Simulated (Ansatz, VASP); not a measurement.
# Al3GaAs4: VASP beside Ansatz, part 2 of 2

Aim: how closely do two programs agree when they are given the same cell, functional and k mesh? The cell is generated by rule, not measured, and may not be a known phase. The cell is taken from a series of runs on this material, whose earlier steps may have relaxed, scaled, displaced or heated it; both programs get it as it stands.

VASP 6.6.1 and Ansatz 0.2.0.

So far: The starting structure; Ansatz: relaxation of cell and atoms, PBEsol.

## Step 3: VASP: relaxation of cell and atoms, PBEsol

Level of this step: PBEsol; plane waves and PAW (Al, As, Ga_d); invented cell (VASP).

The same cell, functional and mesh now go to VASP, with its own data sets.

Lines of VASP's logs that name or quote its potential files are left out, and so is its time.

INCAR reads:

```
SYSTEM = Al3GaAs4
PREC = Accurate
ENCUT = 500
EDIFF = 1E-07
NELM = 120
ISMEAR = 0
SIGMA = 0.01
LREAL = .FALSE.
ALGO = Normal
GGA = PS
NBANDS = 29
LORBIT = 11
LWAVE = .FALSE.
LCHARG = .FALSE.
ISIF = 3
IBRION = 2
NSW = 80
EDIFFG = -0.005
LASPH = .TRUE.
GGA_COMPAT = .FALSE.
NELMIN = 4
EFERMI = MIDGAP
KPAR = 2
```

POSCAR reads:

```
Al3GaAs4
1.0
    2.8385990000      2.8385990000      0.0000000000
   -2.8385990000      2.8385990000      0.0000000000
    0.0000000000      0.0000000000     11.3193900000
Al As Ga
3 4 1
Direct
    0.0000000000      0.0000000000      0.9996975102
    0.5000000000      0.5000000000      0.2500000442
    0.0000000000      0.0000000000      0.5003024898
    0.5000000000      0.9999998239      0.1248118494
    0.0000000000      0.4999998239      0.3751881506
    0.5000000000      0.9999998239      0.6250400419
    0.0000000000      0.4999998239      0.8749599581
    0.5000000000      0.5000000000      0.7500000442
```

KPOINTS reads:

```
Automatic mesh
0
Gamma
8 8 2
0 0 0
```

Potentials, in the order of the species: Al, As and Ga_d (PBE family, release 64).

The run is started by

```console
$ mpirun -np 2 vasp_std
```

Numbers of over 12 decimals in the logs are rounded to 6 here.

Output:

```text
[banner, memory and clock lines left out]
running    2 mpi-ranks, on    1 nodes
 distrk:  each k-point on    1 cores,    2 groups
 distr:  one band on    1 cores,    1 groups

 POSCAR found type information on POSCAR AlAsGa
 POSCAR found :  3 types and       8 ions
|                                                                             |
|               ----> ADVICE to this user running VASP <----                  |
|                                                                             |
|     You enforced a specific xc type in the INCAR file but a different       |
|     [... a line on the potential file left out ...]
|     I HOPE YOU KNOW WHAT YOU ARE DOING!                                     |
|                                                                             |

 LDA part: xc-table for (Slater+PW92), standard interpolation
 POSCAR, INCAR and KPOINTS ok, starting setup
 FFT: planning ... GRIDC
 FFT: planning ... GRID_SOFT
 FFT: planning ... GRID
 WAVECAR not read
 entering main loop
       N       E                     dE             d eps       ncg     rms          rms(c)
DAV:   1     0.235309068309E+03    0.23531E+03   -0.16446E+04  1740   0.135E+03
DAV:   2    -0.925739056425E+01   -0.24457E+03   -0.23287E+03  1974   0.302E+02
DAV:   3    -0.390609924444E+02   -0.29804E+02   -0.29215E+02  2043   0.980E+01
DAV:   4    -0.402414235869E+02   -0.11804E+01   -0.11763E+01  2275   0.204E+01
DAV:   5    -0.402667130552E+02   -0.25289E-01   -0.25271E-01  2228   0.287E+00    0.636E+00
DAV:   6    -0.394404612487E+02    0.82625E+00   -0.12339E+00  2331   0.981E+00    0.361E+00
DAV:   7    -0.392750005076E+02    0.16546E+00   -0.76018E-01  2032   0.349E+00    0.110E+00
DAV:   8    -0.392679723016E+02    0.70282E-02   -0.67280E-02  2119   0.238E+00    0.210E-01
DAV:   9    -0.392681967864E+02   -0.22448E-03   -0.55043E-03  2474   0.928E-01    0.904E-02
DAV:  10    -0.392682992455E+02   -0.10246E-03   -0.45581E-04  2047   0.134E-01    0.444E-02
DAV:  11    -0.392683815034E+02   -0.82258E-04   -0.13857E-04  2215   0.879E-02    0.121E-02
DAV:  12    -0.392683816388E+02   -0.13531E-06   -0.10875E-05  2197   0.257E-02    0.667E-03
DAV:  13    -0.392683824457E+02   -0.80694E-06   -0.22524E-06  2076   0.732E-03    0.233E-03
DAV:  14    -0.392683826463E+02   -0.20056E-06   -0.19097E-07  1585   0.431E-03    0.565E-04
DAV:  15    -0.392683826610E+02   -0.14725E-07   -0.80389E-08  1171   0.171E-03
   1 F= -.39268383E+02 E0= -.39268383E+02  d E =-.392684E+02
[...]
2 F= -.39268786E+02 E0= -.39268786E+02  d E =-.403722E-03
[...]
3 F= -.39268877E+02 E0= -.39268877E+02  d E =-.493949E-03
[...]
4 F= -.39268876E+02 E0= -.39268876E+02  d E =-.493693E-03
[...]
5 F= -.39268913E+02 E0= -.39268913E+02  d E =-.371082E-04
 trial-energy change:   -0.000037  1 .order   -0.000037   -0.000045   -0.000029
 step:   2.6821(harm=  2.6821)  dis= 0.00113  next Energy=   -39.268941 (dE=-0.642E-04)
 bond charge predicted
       N       E                     dE             d eps       ncg     rms          rms(c)
DAV:   1    -0.392690079094E+02   -0.94421E-04   -0.32371E-03  1904   0.304E-01    0.555E-02
DAV:   2    -0.392689662352E+02    0.41674E-04   -0.14816E-04  2146   0.879E-02    0.330E-02
DAV:   3    -0.392689410688E+02    0.25166E-04   -0.39075E-05  2509   0.448E-02    0.431E-03
DAV:   4    -0.392689413487E+02   -0.27990E-06   -0.81950E-06  1915   0.171E-02    0.222E-03
DAV:   5    -0.392689412624E+02    0.86330E-07   -0.61565E-07  2310   0.500E-03
   6 F= -.39268941E+02 E0= -.39268941E+02  d E =-.649082E-04
 curvature:  -1.34 expect dE=-0.464E-05 dE for cont linesearch -0.116E-08
 trial: gam= 0.06782 g(F)=  0.235E-05 g(S)=  0.111E-05 ort = 0.203E-06 (trialstep = 0.129E+01)
 search vector abs. value=  0.371E-05
 reached required accuracy - stopping structural energy minimisation
```

Parts of OUTCAR (step 3):

```text
ion  position               nearest neighbor table
   1  0.000  0.000  1.000-   7 2.45   7 2.45   4 2.46   4 2.46
   2  0.500  0.500  0.250-   4 2.46   5 2.46   5 2.46   4 2.46
   3  0.000  0.000  0.500-   6 2.45   6 2.45   5 2.46   5 2.46
   4  0.500  1.000  0.125-   1 2.46   1 2.46   2 2.46   2 2.46
   5  0.000  0.500  0.375-   3 2.46   3 2.46   2 2.46   2 2.46
   6  0.500  1.000  0.625-   3 2.45   3 2.45   8 2.46   8 2.46
   7  0.000  0.500  0.875-   1 2.45   1 2.45   8 2.46   8 2.46
   8  0.500  0.500  0.750-   6 2.46   7 2.46   7 2.46   6 2.46

  LATTYP: Found a simple tetragonal cell.
 ALAT       =     4.0143852039
 C/A-ratio  =     2.8197069850

 Subroutine GETGRP returns: Found  8 space group operations
 (whereof  4 operations were pure point group operations)

The static configuration has the point symmetry C_2v.
 The point group associated with its full space group is D_2d.

 Found     30 irreducible k-points:

   k-points           NKPTS =     30   k-points in BZ     NKDIM =     30   number of bands    NBANDS=     29

   dimension x,y,z NGX =    30 NGY =   30 NGZ =   84
   dimension x,y,z NGXF=    60 NGYF=   60 NGZF=  168

   ENCUT  =  500.0 eV  36.75 Ry    6.06 a.u.   7.32  7.32 20.64*2*pi/ulx,y,z

   NELECT =      42.0000    total number of electrons

 k-points in reciprocal lattice and weights: Automatic mesh
   0.00000000  0.00000000  0.00000000       0.008
   0.12500000  0.00000000  0.00000000       0.031
   0.25000000  0.00000000  0.00000000       0.031
   0.37500000  0.00000000  0.00000000       0.031
   0.50000000  0.00000000  0.00000000       0.016
   0.12500000  0.12500000  0.00000000       0.031
   0.25000000  0.12500000  0.00000000       0.062
   0.37500000  0.12500000  0.00000000       0.062
   0.50000000  0.12500000  0.00000000       0.031
[...]
0.50000000  0.37500000  0.50000000       0.031
   0.50000000  0.50000000  0.50000000       0.008

 average (electrostatic) potential at core
       1 -76.1196       2 -76.1633       3 -76.1196       4 -49.6281       5 -49.6281
       6 -49.7734       7 -49.7734       8 -65.9983

 E-fermi :   4.3864

 k-point     1 :       0.0000    0.0000    0.0000
  band No.  band energies     occupation
    ...
     17       2.3393      2.00000
     18       2.3393      2.00000
     19       3.7072      2.00000
     20       3.7210      2.00000
     21       3.7210      2.00000
     22       5.0637      0.00000
     23       5.1046      0.00000
     24       5.8225      0.00000
     25       6.0535      0.00000
     26       6.1704      0.00000
    ...

 k-point     2 :       0.1250    0.0000    0.0000
  band No.  band energies     occupation
    ...
     17       2.3083      2.00000
     18       2.4028      2.00000
     19       2.6363      2.00000
     20       3.3944      2.00000
     21       3.6816      2.00000
     22       5.3738      0.00000
     23       5.9210      0.00000
     24       6.4551      0.00000
     25       6.5647      0.00000
     26       6.6145      0.00000
    ...

 k-point     3 :       0.2500    0.0000    0.0000
  band No.  band energies     occupation
    ...
     17       2.3075      2.00000
     18       2.4907      2.00000
     19       2.5669      2.00000
     20       2.6015      2.00000
     21       3.5297      2.00000
     22       5.7625      0.00000
     23       6.2388      0.00000
     24       6.6467      0.00000
     25       6.8756      0.00000
     26       7.8981      0.00000
    ...

  Total        0.0078611      0.0078611      0.0078024      0.0000000      0.0000000      0.0000000
  in kB        0.0688247      0.0688247      0.0683102      0.0000000      0.0000000      0.0000000
  external PRESSURE =       0.0686532 kB  Pullay stress =       0.0000000 kB

  energy-cutoff  :      500.00
  volume of cell :      183.00
      direct lattice vectors                 reciprocal lattice vectors
     2.839616754  2.839616754  0.000000000     0.176080099  0.176080099  0.000000000
    -2.839616754  2.839616754  0.000000000    -0.176080099  0.176080099  0.000000000
     0.000000000  0.000000000 11.347544212     0.000000000  0.000000000  0.088124794

 POSITION                                       TOTAL-FORCE (eV/Angst)
 -----------------------------------------------------------------------------------
     -0.00000      0.00000     11.34354         0.000000     -0.000000     -0.003986
      0.00000      2.83962      2.83689         0.000000     -0.000000      0.000000
     -0.00000      0.00000      5.67777         0.000000     -0.000000      0.003986
     -1.41981      4.25942      1.41626         0.000000     -0.000000     -0.002708
     -1.41981      1.41981      4.25751        -0.000000      0.000000      0.002708
     -1.41981      4.25942      7.09428        -0.000000      0.000000     -0.001045
     -1.41981      1.41981      9.92704        -0.000000      0.000000      0.001045
      0.00000      2.83962      8.51066         0.000000     -0.000000      0.000000
 -----------------------------------------------------------------------------------
    total drift:                               -0.000403      0.000403      0.000362

  FREE ENERGIE OF THE ION-ELECTRON SYSTEM (eV)
  ---------------------------------------------------
  free  energy   TOTEN  =       -39.2689412624 eV

  energy  without entropy=      -39.2689412624  energy(sigma->0) =      -39.26894126

 reached required accuracy - stopping structural energy minimisation

 total charge
# of ion       s       p       d       tot
------------------------------------------
    1        0.404   0.366   0.000   0.770
    2        0.403   0.364   0.000   0.767
    3        0.404   0.366   0.000   0.770
    4        1.198   1.673   0.024   2.895
    5        1.198   1.673   0.024   2.895
    6        1.204   1.631   0.027   2.862
    7        1.204   1.631   0.027   2.862
    8        0.878   0.786   9.993  11.658
--------------------------------------------------
tot          6.893   8.490  10.096  25.479

[... 3 further parts left out ...]
```

CONTCAR:

```
Al3GaAs4
   1.00000000000000
     2.8396167535932491    2.8396167535932491    0.0000000000000000
    -2.8396167535932491    2.8396167535932491    0.0000000000000000
     0.0000000000000000    0.0000000000000000   11.3475442119437044
  Al              As              Ga
     3     4     1
Direct
     0.0000000000000000    0.0000000000000000    0.9996473037022504
     0.5000000000000000    0.5000000000000000    0.2500000442000001
     0.0000000000000000    0.0000000000000000    0.5003526962977496
     0.5000000000000000    0.9999998238999979    0.1248075878455522
     0.0000000000000000    0.4999998238999979    0.3751924121544478
     0.5000000000000000    0.9999998238999979    0.6251820584488437
     0.0000000000000000    0.4999998238999979    0.8748179415511563
     0.5000000000000000    0.5000000000000000    0.7500000442000001
```

The run keeps the 8 symmetry operations of its start, so it cannot find a distortion of lower symmetry.

## Step 4: Side by side

Known differences besides the potentials themselves: fixed occupations in Ansatz, narrow Gaussian smearing in VASP; the data sets hold 82 valence electrons in Ansatz (on its default PAW (the set named soft_2) files) and 42 in VASP; the cutoff is 420 eV in Ansatz and 500 eV in VASP; Ansatz makes its cores anew for this functional, VASP keeps those of its PBE data sets; Ansatz adds a Pulay correction to the stress that steers its cell, VASP none. Total energies have different zeros and are not compared.

Both answers:

```csv
quantity,Ansatz,VASP,difference
volume (Å³),182.40,183.00,-0.33 %
"edge a after relaxation, in the typed setting (Å)",4.011,4.016,-0.11 %
"edge c after relaxation, in the typed setting (Å)",11.335,11.348,-0.11 %
```

## Step 5: Outcome

```json
{"difference in volume (relaxation of cell and atoms, PBEsol)": "-0.33 %"}
```

In words: The difference in volume is -0.33 % (relaxation of cell and atoms, PBEsol), within the 1.2 % picked in this series as the mark of a large difference, as far as the stopping tolerances let one tell. The data sets hold unlike numbers of valence electrons (82 in Ansatz and 42 in VASP), so part of the differences comes from the potentials. 1 further run of this series is not shown here. How closely two codes agree says nothing of how well the functional describes the real material.

[Lines on the potential files, build, host, timing and source positions are cut from VASP's logs without a mark.]

[Logs are printed without paths, hosts, clocks, repeated set-up lines and the standing remarks that a program may print on its own settings, such as how far it seeks lower states.]

[Hosts, paths, dates, database ids (printed as entryN), source tags and the programs' standing remarks are cut or masked in the printed files.]
